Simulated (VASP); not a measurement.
Al (space group P6_3/mmc): computed properties

Calculation: r2SCAN meta-GGA, VASP's PBE PAW potentials (set 64) (plane waves; VASP).

| Quantity | Value |
|---|---|
| space group | P6_3/mmc (194) |
| cell | a = 2.830 Å, b = 2.830 Å, c = 4.597 Å, α = 90.00°, β = 90.00°, γ = 120.00° |
| volume per atom | 15.94 Å³/atom |
| band gap (over mesh and band path) | none (metal, semimetal or under 0.01 eV) |
| density | 2.81 g/cm³ |

```cif
data_Al2
_chemical_formula_sum 'Al2'
_space_group_name_H-M_alt 'P63/mmc'
_space_group_IT_number 194
_space_group_name_Hall '-P 6c 2c'
_cell_length_a 2.82975
_cell_length_b 2.82975
_cell_length_c 4.59660
_cell_angle_alpha 90.000
_cell_angle_beta 90.000
_cell_angle_gamma 120.000
loop_
_atom_site_label
_atom_site_type_symbol
_atom_site_symmetry_multiplicity
_atom_site_Wyckoff_symbol
_atom_site_fract_x
_atom_site_fract_y
_atom_site_fract_z
_atom_site_occupancy
Al1 Al 2 c 0.33333 0.66667 0.25000 1
```

The structure comes from a computed database's Al entry (P6_3/mmc); how it stands against other phases isn't given here. It was relaxed first. Symmetry was kept, so distortions that lower it aren't found.
